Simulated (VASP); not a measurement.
Consider the following.

```xyz
2
Lattice="0.0000 2.8815 2.8815 2.8815 0.0000 2.8815 2.8815 2.8815 0.0000" Properties=species:S:1:pos:R:3 pbc="T T T"
Ga     0.0000     0.0000     0.0000
As     1.4407     1.4407     1.4407
```

Computed with PBE GGA, VASP's PBE PAW potentials (set 64) (plane waves; VASP 6.6.1). Numerical set-up: 700 eV cut-off, 7×7×7 Γ-centred mesh, Gaussian smearing of 0.050 eV, potentials Ga_d As.

**Question.** Predict the energy per atom (σ→0), band gap (on the k-mesh) with the smallest direct gap where there is one.

**Answer.** 
```yaml
band gap (on the k-mesh): 0.10 eV
smallest direct gap (on the k-mesh): 0.10 eV
energy per atom (σ→0): -4.132 eV/atom
```

Only differences to runs with the same potentials and settings are physical.

The compound is GaAs in the zinc blende structure. The cell was not relaxed at this level. The run is one of a series of settings (ENCUT = 700 against the base run), some of them coarse on purpose.
